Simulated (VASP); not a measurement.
```xyz
4
Lattice="3.4269 0.0000 0.0000 0.0000 3.4269 0.0000 0.0000 0.0000 3.4269" Properties=species:S:1:pos:R:3 pbc="T T T"
Si     0.0000     0.0000     0.0000
Ni     0.0000     1.7135     1.7135
Ni     1.7135     0.0000     1.7135
Ni     1.7135     1.7135     0.0000
```

The numbers are results of LDA (Ceperley-Alder, Perdew-Zunger), VASP's LDA PAW potentials (set 64) (plane waves; VASP), not measurements. Run with 530 eV cut-off, 8×8×8 Γ-centred mesh, first-order Methfessel-Paxton smearing of 0.10 eV, potentials Si Ni.

Finite-difference elastic constants of metals are sensitive to mesh and smearing; shear constants can be off by tens of GPa.

Give the elastic stiffness tensor with the ions relaxed (GPa, in the frame of the cell).

```csv
,xx,yy,zz,yz,xz,xy
xx,380,200,200,0.0,0.0,0.0
yy,200,380,200,0.0,0.0,0.0
zz,200,200,380,0.0,0.0,0.0
yz,0.0,0.0,0.0,154,0.0,0.0
xz,0.0,0.0,0.0,0.0,154,0.0
xy,0.0,0.0,0.0,0.0,0.0,154
```

Estimate the Hill bulk modulus, Hill shear modulus, Young's modulus, Poisson's ratio.

```yaml
hill_bulk_modulus: 260 GPa
hill_shear_modulus: 124 GPa
Young's modulus: 3210 kbar
Poisson's ratio: 0.294
```

The structure comes from a computed database's SiNi3 entry (Pm-3m); how it stands against other phases isn't given here. It was relaxed first. The run is not spin-polarised, so no magnetic state was tried.
